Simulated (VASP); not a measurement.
Method: PBE GGA, VASP's PBE PAW potentials (set 64) (plane waves; VASP 6.6.1).

A VASP calculation is set up with these files.

POSCAR:
```
AgCl
1
    0.0000000000     2.8032341594     2.8032341594
    2.8032341594     0.0000000000     2.8032341594
    2.8032341594     2.8032341594     0.0000000000
Ag Cl
1 1
Direct
  0.0000000000   0.0000000000   0.0000000000
  0.5000000000   0.5000000000   0.5000000000
```

### KPOINTS
```
k-points along high-symmetry lines
15
Line-mode
Reciprocal
  0.000000   0.000000   0.000000 ! GAMMA
  0.500000   0.000000   0.500000 ! X

  0.500000   0.000000   0.500000 ! X
  0.625000   0.250000   0.625000 ! U

  0.375000   0.375000   0.750000 ! K
  0.000000   0.000000   0.000000 ! GAMMA

  0.000000   0.000000   0.000000 ! GAMMA
  0.500000   0.500000   0.500000 ! L

  0.500000   0.500000   0.500000 ! L
  0.500000   0.250000   0.750000 ! W

  0.500000   0.250000   0.750000 ! W
  0.500000   0.000000   0.500000 ! X
```

**INCAR**
```
ALGO  =  Normal
EDIFF  =  1E-6
ENCUT  =  520
GGA  =  PE
ICHARG  =  11
ISMEAR  =  0
LASPH  =  T
LCHARG  =  F
LMAXMIX  =  4
LREAL  =  F
LWAVE  =  F
NELM  =  100
PREC  =  Accurate
SIGMA  =  0.05
SYSTEM  =  AgCl
```

POTCAR, in this order: Ag Cl (PBE.64 set). Program: vasp_std. Read from the step before: CHGCAR.

The run wrote:

**OSZICAR**
```
       N       E                     dE             d eps       ncg     rms          rms(c)
DAV:   1     0.995433609082E+02    0.99543E+02   -0.88103E+03  2420   0.124E+03
DAV:   2    -0.140960750417E+01   -0.10095E+03   -0.94362E+02  2730   0.252E+02
DAV:   3    -0.541493895636E+01   -0.40053E+01   -0.39915E+01  2820   0.531E+01
DAV:   4    -0.544726946752E+01   -0.32331E-01   -0.32326E-01  2660   0.532E+00
DAV:   5    -0.544773417656E+01   -0.46471E-03   -0.46470E-03  2795   0.637E-01
DAV:   6    -0.544774316601E+01   -0.89895E-05   -0.89895E-05  2715   0.874E-02
DAV:   7    -0.544774335969E+01   -0.19368E-06   -0.19369E-06  2600   0.130E-02
   1 F= -.54477434E+01 E0= -.54477434E+01  d E =-.816161E-13
```

OUTCAR:
```
 val. band max:        3.4136588769   @ k =   0.5000   0.5000   0.5000

 cond. band min:       4.3329199747   @ k =   0.0000   0.0000   0.0000



 k-point     1 :       0.0000    0.0000    0.0000
  band No.  band energies     occupation
      1     -11.5214      2.00000
      2       1.1000      2.00000
      3       1.1000      2.00000
      4       1.1000      2.00000
      5       1.1393      2.00000
      6       1.1393      2.00000
      7       1.2239      2.00000
      8       1.2239      2.00000
      9       1.2239      2.00000
     10       4.3329      0.00000
     11      14.2817      0.00000
     12      14.2817      0.00000
     13      14.2817      0.00000

 k-point     2 :       0.0357    0.0000    0.0357
  band No.  band energies     occupation
      1     -11.5153      2.00000
      2       0.8344      2.00000
      3       1.0250      2.00000
      4       1.0250      2.00000
      5       1.0962      2.00000
      6       1.1414      2.00000
      7       1.2992      2.00000
      8       1.2992      2.00000
      9       1.4842      2.00000
     10       4.4227      0.00000
     11      14.1297      0.00000
     12      14.2135      0.00000
     13      14.2135      0.00000

 k-point     3 :       0.0714    0.0000    0.0714
  band No.  band energies     occupation
      1     -11.4972      2.00000
      2       0.4757      2.00000
      3       0.9151      2.00000
      4       0.9151      2.00000
      5       1.0851      2.00000
      6       1.1478      2.00000
      7       1.4096      2.00000
      8       1.4096      2.00000
      9       1.7186      2.00000
     10       4.6798      0.00000
     11      13.8047      0.00000
     12      14.0500      0.00000
     13      14.0501      0.00000

 k-point     4 :       0.1071    0.0000    0.1071
  band No.  band energies     occupation
      1     -11.4683      2.00000
      2       0.1277      2.00000
      3       0.8100      2.00000
      4       0.8100      2.00000
...
```

The density is held fixed in this step, so its total energy and stress have no physical meaning.

The compound is AgCl in the rock salt structure. It was relaxed first.
